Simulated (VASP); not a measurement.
Consider the following.

```yaml
crystal:
  lattice:
    - [3.00063, 0.00000, 0.00000]
    - [0.00000, 3.00063, 0.00000]
    - [0.00000, 0.00000, 3.00063]
  atoms:
    - { symbol: W, position: [0.00000, 0.00000, 0.00000] }
    - { symbol: P, position: [0.50000, 0.50000, 0.50000] }
```

The numbers are results of r2SCAN meta-GGA, VASP's PBE PAW potentials (set 64) (plane waves; VASP), not measurements. Numerical set-up: 400 eV cut-off, 14×14×14 Γ-centred mesh, tetrahedra with Blöchl corrections, potentials W_sv P.

Problem. Give the energies of bands 6 to 12 at the high-symmetry points, in eV from the Fermi level.

Solution. 
| band | Γ | X | M | R |
|---|---|---|---|---|
| 6 | -4.48 | -9.78 | -5.67 | -7.95 |
| 7 | -4.48 | -3.21 | -5.67 | -7.95 |
| 8 | -0.08 | -3.21 | -4.38 | -7.95 |
| 9 | -0.08 | -3.10 | -0.84 | 2.96 |
| 10 | -0.08 | 2.33 | -0.84 | 2.96 |
| 11 | 1.66 | 3.81 | 2.02 | 2.96 |
| 12 | 1.66 | 5.08 | 3.12 | 4.38 |

It has no gap at this level: it comes out as a metal or semimetal.

The structure was generated: WP was put into the CsCl type type (Pm-3m), which need not be its known phase. It was relaxed first, which changed the volume by -37 %. The electron count is odd and the run is not spin-polarised, which forces a metal.
